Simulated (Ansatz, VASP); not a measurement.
## Zn (Zinc) in two plane-wave programs

Wanted: the spread between two codes on one cell, functional and k mesh. The cell is taken from a series of runs on this material, whose earlier steps may have relaxed, scaled, displaced or heated it; both programs get it as it stands.

Calculated with Ansatz 0.2.0; plane waves, with VASP 6.6.1 beside it; zone-centre phonons at LDA.

**1. Set-up**

The structure is hexagonal, space group P6_3/mmc (No. 194). Conventional cell: a = 2.618 Å, b = 2.618 Å, c = 4.771 Å, α = 90.00°, β = 90.00°, γ = 120.00°. Zn has 12 Zn at 2.62 to 2.82 Å nearest.

**2. Ansatz: zone-centre phonons, LDA, pair 1**

Ansatz runs on its default PAW (the set named soft_2) files.

Second derivatives magnify differences that forces hide, and they need a tight electronic threshold.

input.yaml

```yaml
crystal:
  lattice:
    - [2.6179652395, 0.0, 0.0]
    - [-1.3089826198, 2.2672244037, 0.0]
    - [0.0, 0.0, 4.770503609]
  atoms:
    - { symbol: Zn, position: [0.3333333333, 0.6666666667, 0.25] }
    - { symbol: Zn, position: [0.6666666667, 0.3333333333, 0.75] }
kpoints:
  mp_grid: { grid: [10, 10, 4] }
hamiltonian:
  xc: lda
scf:
  occupations: { method: gaussian, width: 0.1 }
output:
  eigenvalues: true
basis:
  ecutwfc: 260.0
phonons:
  method: dfpt
  qmesh: [2, 2, 1]
  temperatures: { t_max: 1000, t_step: 50 }
  qpath:
    path:
      - [[0.0, 0.0, 0.0], [0.5, 0.0, 0.0], [0.33333333, 0.33333333, 0.0], [0.0, 0.0, 0.0], [0.0, 0.0, 0.5], [0.5, 0.0, 0.5], [0.33333333, 0.33333333, 0.5], [0.0, 0.0, 0.5]]
      - [[0.5, 0.0, 0.5], [0.5, 0.0, 0.0]]
      - [[0.33333333, 0.33333333, 0.5], [0.33333333, 0.33333333, 0.0]]
    npoints: 10
```

Run with:

```
$ ansatz run input.yaml --threads 4 --pin off --max-ram 14336MiB --backend cpu --events-out ev --progress --plain --runs-dir out
```

Numbers of over 12 decimals in the logs are rounded to 6 here.

The program printed:

```text
Warning: basis.ecutwfc = 260 eV is below the records' recommended 420 eV, and the density's cutoff is lower with it unless basis.ecutrho_ratio is high enough to keep the records' density cutoff: compare with a run at a higher cutoff
Engine: ansatz 0.2.0, aarch64-unknown-linux-gnu
Pseudopotentials: kind: paw
Pseudopotential: Zn, paw, valence charge 12, recommended cutoff 420 eV (normal), Zn.paw.azcp
Functional definition: SPW92
  exchange = slater_x
  correlation = pw_c
Crystal: 2 atoms, lattice volume = 28.315 Å³
Basis set: ecut = 260 eV, 259 PW (Γ), exchange–correlation on 30×30×60 points (8 copies of the dense FFT grid, shifted against one another)
Bands: 16, of which v1, the nominal top of the filled ones, is band 12 counted from 1 (11 counted from 0)
Symmetry: 24 space group operations
k-points: 42 of 400
Non-local potential: Zn, projectors of the file, l = 0: 2, l = 1: 2, l = 2: 3, l = 3: 1
PAW form: soft (Blöchl's): semilocal exchange-correlation on the pseudo side does not see the compensation charge
PAW frozen core: Zn, regenerated for the run's functional, and the local potential with it (the file was generated under x = pbe(κ = 0.804, μ = 0.219515), c = pbe(β = 0.066725))
PAW one-centre angular grid: Zn, 590 points (default); XC on 64 Gauss nodes
Initial density: superposition of atomic densities (neutral atoms: chi_scale 0, normalization atom), corrected by the library's trained network
Initial wavefunctions: pseudopotential atomic-orbital guess
Functional: x = slater, c = lda
SCF iter   1: F=—  HF=-6491.143630 eV  |F-HF|=—  |Δ(HF+E_count)|=         —  Δρ=2.08e-2  dr2=4.82e-2  ethr=1.77e-3  ⟨swp⟩=3.9  Hψ=2923  notcnv=0
preconditioner: auto → none  [insulator: Δε(μ)=0.145 eV  Ē_g=13.629 eV  σ=0.100 eV  W_gap=0.69  n_scr=4 (ndim 8)  ℏωp=34.2 eV  f_vac=0.000  D(μ)=0.30/eV (n_scr^D=2)  ε∞_Penn≈7.3]
SCF iter   2: F=—  HF=-6490.956426 eV  |F-HF|=—  |Δ(HF+E_count)|=   1.87e-1  Δρ=3.26e-2  dr2=1.74e-1  ethr=2.01e-4  ⟨swp⟩=2.0  Hψ=1677  notcnv=0  defer=3
SCF iter   3: F=—  HF=-6490.922049 eV  |F-HF|=—  |Δ(HF+E_count)|=   3.44e-2  Δρ=4.64e-3  dr2=3.86e-3  ethr=2.01e-4  ⟨swp⟩=2.0  Hψ=1635  notcnv=0  defer=3
SCF iter   4: F=—  HF=-6490.917534 eV  |F-HF|=—  |Δ(HF+E_count)|=   4.51e-3  Δρ=9.10e-4  dr2=1.31e-4  ethr=1.61e-5  ⟨swp⟩=2.0  Hψ=1114  notcnv=0  defer=3
SCF iter   5: F=—  HF=-6490.917376 eV  |F-HF|=—  |Δ(HF+E_count)|=   1.58e-4  Δρ=1.43e-4  dr2=2.85e-6  ethr=5.46e-7  ⟨swp⟩=2.0  Hψ=1163  notcnv=0  defer=3
SCF iter   6: F=—  HF=-6490.917376 eV  |F-HF|=—  |Δ(HF+E_count)|=   3.95e-7  Δρ=1.04e-5  dr2=1.76e-8  ethr=1.19e-8  ⟨swp⟩=2.2  Hψ=1178  notcnv=0  defer=3
SCF iter   7: F=—  HF=-6490.917375 eV  |F-HF|=—  |Δ(HF+E_count)|=   1.33e-6  Δρ=2.37e-7  dr2=9.47e-12  ethr=1.00e-12  ⟨swp⟩=4.8  Hψ=3155  notcnv=0
SCF iter   8: F=-6490.917375 eV  HF=-6490.917375 eV  |F-HF|=9.09e-13  |Δ(HF+E_count)|=  4.55e-12  Δρ=5.72e-9  dr2=3.40e-15  ethr=1.00e-12  ⟨swp⟩=4.0  Hψ=2359  notcnv=0
SCF 1 converged in 8 iterations: F = -6490.917375 eV  dr2 = 3.40e-15
  greatest PAW one-centre occupation: 0.980 electrons in one spin orbital (limit 2), on the Zn atom at site 1 (counted from 0), in its partial waves of l = 2
NSCF: frozen V_eff on 42 k-points
NSCF: frozen V_eff on 93 k-points
DFPT response loops at q = (0, 0, 0) (fractional): preconditioner auto → Kerker (q_TF=auto, 2.654 Å⁻¹) (partly filled bands, converged f_vac=0.000); β = 1.00, the filter's whole step (`scf.mixing.beta` (0.50) is not read by the response loops under this deck's `scf.mixing.preconditioner`; to damp them name `kerker` or `kerker_dos`, under which they read `scf.mixing.beta`, and type it under 1.00, their step now; both keys bind the ground state too); Broyden in place of MSR1
NSCF: frozen V_eff on 186 k-points
DFPT response loops at q = (0, -0.5, 0) (fractional): mixed as the last ones told, above
SCF converged after 8 iterations
Free energy (F): -6490.917375 eV
Harris-Foulkes:  -6490.917375 eV  (|F-HF|=9.09e-13)
Internal energy: -6490.915877 eV  (E = F + TS)
E sigma→0 (E₀):  -6490.916626 eV
Entropy (-TS):   -0.001498 eV (-0.749 meV/atom)
Fermi energy:    11.683603 eV
--- Per-component energies (eV) ---
  E_band       = 95.916750
  E_kinetic    = 265.700929
  E_local      = -3000.961227  (includes V_loc(G=0)·N_el)
  E_nonlocal   = 1252.255932
  E_hartree    = 1261.519917
  E_xc         = -272.382912
  E_vxc        = -108.614040  (∫ρ·V_xc dr)
  E_paw        = -3529.159739  (= ΣΔE_a)
  E_vpaw       = -835.446556  (= ΣTr[D̂ρ^β])
  E_aug_tail   = -0.058119  (compensation charges beyond the density's cutoff)
  E_ewald      = -2470.944941
  E_core_change = 3.114283  (= ΣΔE_core)
  E_smearing   = -0.001498  (= −TS)
  E_closure    = 0.000000  (closes the sum)
  Σ components = -6490.917375   (vs F -6490.917375, Δ=0.00e0)
--- Band table (eV; the first three rows and the last of 42) ---
  k-point 0: bands = [... 8 lower, 3.6709, 3.8520, 3.8520, 7.8312, 8.8109, 26.4887, 29.5336, 29.5336]
  k-point 1: bands = [... 8 lower, 3.6712, 3.8351, 3.8351, 5.2072, 12.2742, 22.1695, 29.9206, 29.9206]
  k-point 2: bands = [... 8 lower, 3.7388, 3.7388, 3.7388, 3.7388, 16.8971, 16.8971, 30.8856, 30.8856]
  k-point 41: bands = [... 8 lower, 3.8936, 3.8936, 11.2477, 11.2477, 14.2989, 14.2989, 14.7530, 14.7530]
--- Phonons (Γ-DFPT): 2 representative perturbations + reference (Σ response iterations 8) ---
  ASR residual: 3.755e-5 → 0.000e0 eV/Å²; symmetrization residual: 2.495e-10 eV/Å²
  ASR residual per site (eV/Å²): 3.75e-5 3.75e-5
  Γ frequencies (cm⁻¹): 0.00 0.00 0.00 91.47 91.47 192.73
--- Phonons (arbitrary-q DFPT): 2 irreducible q on the 2×2×1 mesh ---
  q = [0.0000, 0.0000, 0.0000] (star 1, of the zone-centre solve; hermiticity 5.58e-11, symmetrization 2.79e-11): -0.00 -0.00 -0.00 91.47 91.47 192.73
  q = [0.0000, -0.5000, 0.0000] (star 3, 3 solved perturbations on 93 of 400 k-point pairs; hermiticity 1.27e-8, symmetrization 4.76e-10): 77.37 94.76 95.55 123.99 143.46 165.04
  sum rule: each row above includes the acoustic sum rule's correction from the zone centre's row sums; it moved no ω² by more than (0.40 cm⁻¹)²
  mesh force constants: q→R imaginary residual 6.91e-18; ASR residual 3.755e-5 → 0.000e0 eV/Å²; symmetrization residual 3.553e-15 eV/Å²
  interpolated dispersion: 93 rows × 6 modes
  density of states and harmonic sums: on the 28×28×13 q-mesh, interpolated from the force constants of a 2×2×1 supercell (no non-analytic term)
  largest difference from the sums on the solved wave vectors: F 1.52e-1 eV, S 2.17e-4 and C_V 6.46e-5 eV/K
  zero-point energy: 0.041170 eV/cell   skipped modes (ω ≤ 0): 3   left out of the sums: 4.91e-5 of the cell's modes: C_V's classical limit lies that fraction below 3 k_B per atom; for a crystal, a wire or a layer, F and S can be off by more, and a phonons.interpolated_qmesh denser along its periods is the remedy for the sampling
```

**3. VASP: zone-centre phonons, LDA, pair 1**

The same cell, functional (in two slightly different forms), mesh and smearing now go to VASP, with its own data sets.

Lines of VASP's logs that name or quote its potential files are left out, and so is its time.

INCAR

```
SYSTEM = Zn
PREC = Accurate
ENCUT = 500
EDIFF = 1E-08
NELM = 120
ISMEAR = 0
SIGMA = 0.1
LREAL = .FALSE.
ALGO = Normal
GGA = CA
NBANDS = 18
LORBIT = 11
LWAVE = .FALSE.
LCHARG = .FALSE.
ISIF = 2
IBRION = 8
LASPH = .TRUE.
GGA_COMPAT = .FALSE.
KPAR = 2
```

POSCAR

```
Zn
1.0
    2.6179652395      0.0000000000      0.0000000000
   -1.3089826198      2.2672244037      0.0000000000
    0.0000000000      0.0000000000      4.7705036090
Zn
2
Direct
    0.3333333333      0.6666666667      0.2500000000
    0.6666666667      0.3333333333      0.7500000000
```

KPOINTS

```
Automatic mesh
0
Gamma
10 10 4
0 0 0
```

Potentials, in the order of the species: Zn (LDA family, release 64).

Run with:

```
$ mpirun -np 2 vasp_std
```

The program printed:

```text
[banner, memory and clock lines left out]
running    2 mpi-ranks, on    1 nodes
 distrk:  each k-point on    1 cores,    2 groups
 distr:  one band on    1 cores,    1 groups

 POSCAR found type information on POSCAR Zn
 POSCAR found :  1 types and       2 ions
 LDA part: xc-table for (Slater(with rela. corr.)+CA(PZ))
 , standard interpolation
 POSCAR, INCAR and KPOINTS ok, starting setup
 FFT: planning ... GRIDC
 FFT: planning ... GRID_SOFT
 FFT: planning ... GRID
 WAVECAR not read
 entering main loop
       N       E                     dE             d eps       ncg     rms          rms(c)
DAV:   1     0.106213576468E+03    0.10621E+03   -0.12278E+04  1536   0.211E+03
DAV:   2     0.105887309746E+00   -0.10611E+03   -0.10333E+03  1514   0.298E+02
DAV:   3    -0.405563647777E+01   -0.41615E+01   -0.41478E+01  1720   0.682E+01
DAV:   4    -0.407706514906E+01   -0.21429E-01   -0.21423E-01  1686   0.493E+00
DAV:   5    -0.407709421707E+01   -0.29068E-04   -0.29068E-04  1602   0.162E-01    0.466E+00
DAV:   6    -0.380826328001E+01    0.26883E+00   -0.10658E+00  1640   0.226E+01    0.336E+00
DAV:   7    -0.378859983917E+01    0.19663E-01   -0.42580E-02  1908   0.365E+00    0.170E+00
DAV:   8    -0.377938268790E+01    0.92172E-02   -0.30264E-03  2048   0.766E-01    0.507E-02
DAV:   9    -0.377935042792E+01    0.32260E-04   -0.26562E-04  1980   0.198E-01    0.307E-02
DAV:  10    -0.377935410338E+01   -0.36755E-05   -0.16698E-05  1626   0.358E-02    0.242E-03
DAV:  11    -0.377935409037E+01    0.13010E-07   -0.61335E-07  1670   0.115E-02    0.185E-03
DAV:  12    -0.377935408799E+01    0.23883E-08   -0.80871E-09  1242   0.114E-03
   1 F= -.37793541E+01 E0= -.37785716E+01  d E =-.156491E-02
 Linear response reoptimize wavefunctions to high precision
DAV:   1    -0.377935408355E+01    0.44356E-08   -0.13797E-08  1564   0.234E-03
DAV:   2    -0.377935408359E+01   -0.40927E-10   -0.34142E-10   884   0.167E-04
 Linear response DOF=           2
 Linear response progress:
  Degree of freedom:   1/  2
       N       E                     dE             d eps       ncg     rms          rms(c)
RMM:   1    -0.201578828187E+00   -0.20158E+00   -0.60173E-03  7671   0.182E+00
RMM:   2    -0.201307805705E+00    0.27102E-03   -0.78349E-04  8224   0.304E-01    0.485E-02
RMM:   3    -0.200944168348E+00    0.36364E-03   -0.45123E-05  9906   0.540E-02    0.271E-02
RMM:   4    -0.200574736338E+00    0.36943E-03   -0.37613E-05  9655   0.469E-02    0.243E-03
RMM:   5    -0.200586598836E+00   -0.11862E-04   -0.60371E-07 10231   0.491E-03    0.130E-03
RMM:   6    -0.200586050060E+00    0.54878E-06   -0.39931E-08 10200   0.122E-03    0.131E-04
RMM:   7    -0.200586713143E+00   -0.66308E-06   -0.37560E-09 10236   0.336E-04    0.396E-05
RMM:   8    -0.200586289477E+00    0.42367E-06   -0.55782E-10 10421   0.108E-04    0.629E-06
RMM:   9    -0.200586194138E+00    0.95339E-07   -0.23457E-09 10120   0.531E-05    0.191E-06
RMM:  10    -0.200586200957E+00   -0.68188E-08   -0.16696E-09  8428   0.379E-05    0.537E-07
 first order change of Fermi-energy  -0.33852E-04
 force on displaced ion       1 direction 1 :  -0.698   0.000   0.000
 Linear response progress:
  Degree of freedom:   2/  2
       N       E                     dE             d eps       ncg     rms          rms(c)
RMM:   1    -0.225475303481E+00   -0.22548E+00   -0.94471E-03  2536   0.207E+00
RMM:   2    -0.222388232593E+00    0.30871E-02   -0.78010E-05  2522   0.537E-01    0.492E-02
RMM:   3    -0.222494230229E+00   -0.10600E-03   -0.72826E-05  3179   0.776E-02    0.280E-02
RMM:   4    -0.222416526126E+00    0.77704E-04   -0.12351E-04  3120   0.302E-02    0.481E-03
RMM:   5    -0.222403732153E+00    0.12794E-04   -0.69242E-05  3233   0.622E-03    0.138E-03
RMM:   6    -0.222401557227E+00    0.21749E-05   -0.24914E-05  3242   0.161E-03    0.255E-04
RMM:   7    -0.222401035414E+00    0.52181E-06   -0.83486E-06  3097   0.537E-04    0.600E-05
RMM:   8    -0.222400200452E+00    0.83496E-06   -0.31687E-06  3227   0.165E-04    0.250E-05
RMM:   9    -0.222399704061E+00    0.49639E-06   -0.12451E-06  2909   0.789E-05    0.257E-06
RMM:  10    -0.222399636328E+00    0.67734E-07   -0.48157E-07  3014   0.447E-05    0.154E-06
RMM:  11    -0.222399607778E+00    0.28550E-07   -0.21607E-07  2501   0.361E-05    0.650E-07
RMM:  12    -0.222399593323E+00    0.14455E-07   -0.63012E-08  2072   0.330E-05    0.105E-07
RMM:  13    -0.222399592288E+00    0.10345E-08   -0.48999E-08  1608   0.322E-05    0.854E-08
 first order change of Fermi-energy   0.21790E-04
 force on displaced ion       1 direction 3 :  -0.000  -0.000  -2.691
 Linear response finished
```

(Part 1 of 2 ends here.)

[Lines on the potential files, build, host, timing and source positions are cut from VASP's logs without a mark.]

[Logs are printed without paths, hosts, clocks, repeated set-up lines and the standing remarks that a program may print on its own settings, such as how far it seeks lower states.]

[Hosts, paths, dates, database ids (printed as entryN), source tags and the programs' standing remarks are cut or masked in the printed files.]
